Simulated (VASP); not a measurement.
# NiGe2O3 (P-3m1) in VASP: relaxation of cell and atoms with PBE

Aim: the relaxation of cell and atoms of NiGe2O3 with PBE.

Program: VASP 6.6.1. These are calculated values, not measurements. Logs are shortened: lines on timing, memory, paths and dates and some standing lists are left out, and cuts for length are marked.

### Step 1. The crystal as given

Symmetry: P-3m1, No. 164, trigonal system. Conventional cell: a = 3.323 Å, b = 3.323 Å, c = 8.246 Å, α = 90.00°, β = 90.00°, γ = 120.00°. Ni (site symmetry -3m) has 6 O at 2.29 Å as nearest neighbours. Ge (site symmetry 3m) is surrounded by 6 O at 2.39 to 2.40 Å. O (site symmetry 3m) is surrounded by 3 Ni at 2.29 Å and 3 Ge at 2.40 Å. O (site symmetry -3m) has 6 Ge at 2.39 Å as nearest neighbours.

The cell was built by a generator and needn't be a form met in nature.

### Step 2. Relaxation of cell and atoms, PBE, collinear spin, ferromagnetic start

INCAR

```
PREC = Normal
ENCUT = 520
EDIFF = 1E-4
ISMEAR = 0
SIGMA = 0.15
LREAL = F
LASPH = T
NELM = 60
ALGO = Fast
ISIF = 3
LWAVE = F
LCHARG = F
ISPIN = 2
MAGMOM = 1 0 0 0 0 0
LORBIT = 11
LMAXMIX = 4
GGA = PE
IBRION = 2
NSW = 24
EDIFFG = -0.08
```

KPOINTS

```
regular mesh
0
Gamma
  5 5 2
```

POSCAR

```
NiGe2O3
1.0
    3.3231920800      0.0000000000      0.0000000000
   -1.6615960400      2.8779687600      0.0000000000
    0.0000000000      0.0000000000      8.2461443400
Ni Ge O
1 2 3
Direct
    0.0000000000      0.0000000000      0.5000000000
    0.3333333300      0.6666666700      0.8271350300
    0.6666666700      0.3333333300      0.1728649700
    0.3333333300      0.6666666700      0.3480919900
    0.6666666700      0.3333333300      0.6519080100
    0.0000000000      0.0000000000      0.0000000000
```

Potentials or basis: VASP PAW PBE potentials, release 64 (Ni, Ge_d, O).

On the command line:

```sh
cat potpaw_PBE.64/Ni/POTCAR potpaw_PBE.64/Ge_d/POTCAR potpaw_PBE.64/O/POTCAR > POTCAR
mpirun -np 1 vasp_std > vasp.out
```

OUTCAR:

```text
PREC = Normal
   ENCUT = 520
   EDIFF = 1E-4
   ISMEAR = 0
   LREAL = F
   LASPH = T
   NELM = 60
   ISIF = 3
   ISPIN = 2
   LORBIT = 11
   GGA = PE
   IBRION = 2
   NSW = 24
   EDIFFG = -0.08

 ion  position               nearest neighbor table
   1  0.000  0.000  0.500-   4 2.29   5 2.29   4 2.29   5 2.29   5 2.29   4 2.29
   2  0.333  0.667  0.827-   6 2.39   6 2.39   6 2.39   5 2.40   5 2.40   5 2.40
   3  0.667  0.333  0.173-   6 2.39   6 2.39   6 2.39   4 2.40   4 2.40   4 2.40
   4  0.333  0.667  0.348-   1 2.29   1 2.29   1 2.29   3 2.40   3 2.40   3 2.40
   5  0.667  0.333  0.652-   1 2.29   1 2.29   1 2.29   2 2.40   2 2.40   2 2.40
   6  0.000  0.000  0.000-   2 2.39   3 2.39   2 2.39   3 2.39   3 2.39   2 2.39

  LATTYP: Found a hexagonal cell.
 ALAT       =     3.3231920800
 C/A-ratio  =     2.4813926314

  Lattice vectors:

 A1 = (   3.3231920800,   0.0000000000,   0.0000000000)
 A2 = (  -1.6615960400,   2.8779687600,   0.0000000000)
 A3 = (   0.0000000000,   0.0000000000,   8.2461443400)

Analysis of symmetry for initial positions (statically):
=====================================================================
 Subroutine PRICEL returns:
 Original cell was already a primitive cell.

 Routine SETGRP: Setting up the symmetry group for a
 hexagonal supercell.

 Subroutine GETGRP returns: Found 12 space group operations
 (whereof 12 operations were pure point group operations)
 out of a pool of 24 trial point group operations.

The static configuration has the point symmetry D_3d.

Analysis of symmetry for dynamics (positions and initial velocities):
=====================================================================
 Subroutine PRICEL returns:
 Original cell was already a primitive cell.

 Routine SETGRP: Setting up the symmetry group for a
 hexagonal supercell.

 Subroutine GETGRP returns: Found 12 space group operations
 (whereof 12 operations were pure point group operations)
 out of a pool of 24 trial point group operations.

The dynamic configuration has the point symmetry D_3d.

Analysis of structural, dynamic, and magnetic symmetry:
=====================================================================
 Subroutine PRICEL returns:
 Original cell was already a primitive cell.

 Routine SETGRP: Setting up the symmetry group for a
 hexagonal supercell.

 Subroutine GETGRP returns: Found 12 space group operations
 (whereof 12 operations were pure point group operations)
 out of a pool of 24 trial point group operations.

The overall configuration has the point symmetry D_3d.
[... 130 lines left out ...]
   NGX = 13   NGY = 13   NGZ = 31

--------------------------------------- Ionic step        1  -------------------------------------------

 number of electron      56.0000031 magnetization       2.0020165

 Free energy of the ion-electron system (eV)
  ---------------------------------------------------
  ext. energy  EPLUGINS =         0.00000000
  ---------------------------------------------------
  free energy    TOTEN  =       -32.60615746 eV

  energy without entropy =      -32.60560591  energy(sigma->0) =      -32.60588169

------------------------ aborting loop because EDIFF is reached ----------------------------------------

  FORCE on cell =-STRESS in cart. coord.  units (eV):
  Direction    XX          YY          ZZ          XY          YZ          ZX
  --------------------------------------------------------------------------------------
  -------------------------------------------------------------------------------------
  Total       -4.2696046     -4.2696046     -5.3084233     -0.0000000      0.0000000      0.0000000
  in kB      -86.7372779    -86.7372777   -107.8409438     -0.0000000      0.0000000      0.0000000
  external PRESSURE =     -93.7718331 kB  Pullay stress =       0.0000000 kB
[... 101 lines left out ...]
  FREE ENERGIE OF THE ION-ELECTRON SYSTEM (eV)
  ---------------------------------------------------
  free  energy   TOTEN  =       -32.8717437002 eV

  energy  without entropy=      -32.8699887901  energy(sigma->0) =      -32.87086625

[... ionic steps 4 to 11 ...]

--------------------------------------- Ionic step       12  -------------------------------------------

 number of electron      55.9999956 magnetization       1.9994651

------------------------ aborting loop because EDIFF is reached ----------------------------------------
[... 75 lines left out ...]
--------------------------------------- Ionic step       14  -------------------------------------------

 number of electron      55.9999923 magnetization       1.9998922

 Free energy of the ion-electron system (eV)
  ---------------------------------------------------
  ext. energy  EPLUGINS =         0.00000000
  ---------------------------------------------------
  free energy    TOTEN  =       -32.96268975 eV

  energy without entropy =      -32.96148368  energy(sigma->0) =      -32.96208672

 E-fermi :   6.6046     XC(G=0): -11.6103

 val. band max:        6.4814616101   @ k =   0.0000   0.0000   0.0000
 cond. band min:       6.8207903547   @ k =   0.4000   0.2000   0.0000
 fundamental gap:      0.3393287446
 Fermi energy:         6.6046118621

 spin component 1

 k-point     1 :       0.0000    0.0000    0.0000
  band No.  band energies     occupation
      1     -18.5246      1.00000
      2     -18.5246      1.00000
      3     -18.5232      1.00000
      4     -18.5232      1.00000
      5     -18.5224      1.00000
      6     -18.5191      1.00000
[... 359 lines left out ...]
     33      10.5379      0.00000
     34      11.1994      0.00000
 Fermi energy:         6.6046118621

 spin component 2

 k-point     1 :       0.0000    0.0000    0.0000
  band No.  band energies     occupation
      1     -18.5110      1.00000
      2     -18.5110      1.00000
      3     -18.5097      1.00000
      4     -18.5097      1.00000
      5     -18.5094      1.00000
      6     -18.5062      1.00000
[... 392 lines left out ...]
  FREE ENERGIE OF THE ION-ELECTRON SYSTEM (eV)
  ---------------------------------------------------
  free  energy   TOTEN  =       -32.9626897546 eV

  energy  without entropy=      -32.9614836791  energy(sigma->0) =      -32.96208672

 reached required accuracy - stopping structural energy minimisation

 total charge

# of ion       s       p       d       tot
------------------------------------------
    1        0.309   0.331   8.210   8.850
    2        1.415   0.564  10.056  12.034
    3        1.415   0.564  10.056  12.034
    4        1.580   3.333   0.000   4.913
    5        1.580   3.333   0.000   4.913
    6        1.591   3.310   0.000   4.901
--------------------------------------------------
tot          7.890  11.434  28.322  47.645

 magnetization (x)

# of ion       s       p       d       tot
------------------------------------------
    1       -0.001   0.002   1.437   1.438
    2        0.027   0.017   0.002   0.046
    3        0.027   0.017   0.002   0.046
    4        0.010   0.158   0.000   0.167
    5        0.010   0.158   0.000   0.167
    6        0.004   0.060   0.000   0.064
--------------------------------------------------
tot          0.078   0.411   1.440   1.929
```

CONTCAR:

```text
NiGe2O3
   1.00000000000000
     3.2535805471685051   -0.0000000000000000    0.0000000000000000
    -1.6267902735842525    2.8176834043692076   -0.0000000000000000
    -0.0000000000000000   -0.0000000000000000    7.8396477579929957
  Ni              Ge              O
     1     2     3
Direct
     0.0000000000000000    0.0000000000000000    0.5000000000000000
     0.3333333300000021    0.6666666699999979    0.8165396202771925
     0.6666666699999979    0.3333333300000021    0.1834603797228074
     0.3333333300000021    0.6666666699999979    0.3620437728954544
     0.6666666699999979    0.3333333300000021    0.6379562271045456
     0.0000000000000000    0.0000000000000000    0.0000000000000000

  0.00000000E+00  0.00000000E+00  0.00000000E+00
  0.00000000E+00  0.00000000E+00  0.00000000E+00
  0.00000000E+00  0.00000000E+00  0.00000000E+00
  0.00000000E+00  0.00000000E+00  0.00000000E+00
  0.00000000E+00  0.00000000E+00  0.00000000E+00
  0.00000000E+00  0.00000000E+00  0.00000000E+00
```

It took 4.8 min on 1 thread of Intel Xeon Platinum 8259CL at 2.50GHz (Skylake/Cascade Lake), shared host; peak memory 0.2 GiB.

What came out:

```
Free energy                                           : -32.9627 eV
Relaxed volume                                        : 11.98 Å³/atom
Relaxed cell                                          : a = 3.254 Å, b = 3.254 Å, c = 7.840 Å, α = 90.00°, β = 90.00°, γ = 120.00°
Space group after relaxing (to 0.05 Å)                : P-3m1 (No. 164)
Energy gained by relaxing                             : 59.4 meV/atom
Ionic steps                                           : 14
Pressure after relaxing                               : 0.2 GPa
Largest force after relaxing                          : 0.056 eV/Å
Band gap on the k mesh                                : 0.34 eV, indirect (least direct gap 0.38 eV)
Net moment                                            : 2.00 μB per cell
Site moments                                          : Ni +1.44; Ge +0.05; O +0.17, +0.06 μB
Valence electrons inside the program's atomic spheres : Ni 8.85; Ge 12.03; O 4.91, 4.90
```

Forces in eV/Å, atoms in the order of the input:
```
Ni   0.000  0.000  0.000
Ge   0.000  0.000 -0.056
Ge   0.000  0.000  0.056
O    0.000  0.000  0.015
O    0.000  0.000 -0.015
O    0.000  0.000  0.000
```

The path:
```csv
step,energy change (eV),largest force (eV/Å),pressure (GPa),volume (Å³)
1,0.0000,0.6380,-9.38,78.87
2,-0.2586,0.5654,2.92,70.41
3,-0.2656,0.5445,0.56,71.37
4,-0.2648,0.5531,2.32,71.11
5,-0.3174,0.4329,1.81,70.97
6,-0.3408,0.3029,1.84,70.83
7,-0.3429,0.2671,2.31,70.78
8,-0.3486,0.0198,-2.23,72.93
9,-0.3546,0.1236,0.42,71.96
10,-0.3542,0.0813,-1.57,72.25
11,-0.3546,0.1090,0.43,72.09
12,-0.3545,0.0893,-1.14,72.17
13,-0.3546,0.1104,-0.55,72.14
14,-0.3565,0.0556,0.19,71.87
```

Final structure:
```xyz
6
Lattice="3.2536 0.0000 0.0000 -1.6268 2.8177 0.0000 0.0000 0.0000 7.8396" Properties=species:S:1:pos:R:3 pbc="T T T"
Ni    0.0000    0.0000    3.9198
Ge    0.0000    1.8785    6.4014
Ge    1.6268    0.9392    1.4383
O     0.0000    1.8785    2.8383
O     1.6268    0.9392    5.0014
O     0.0000    0.0000    0.0000
```

Caveat: the k mesh is coarse (spacing up to 0.44 Å⁻¹), so the values aren't converged; an odd mesh through Γ misses points on the zone boundary, where band edges often lie; a cell with one magnetic atom can't hold antiferromagnetic order, which such compounds often take; the relaxation stopped at a loose force limit of 0.08 eV/Å, so its end isn't a converged minimum.
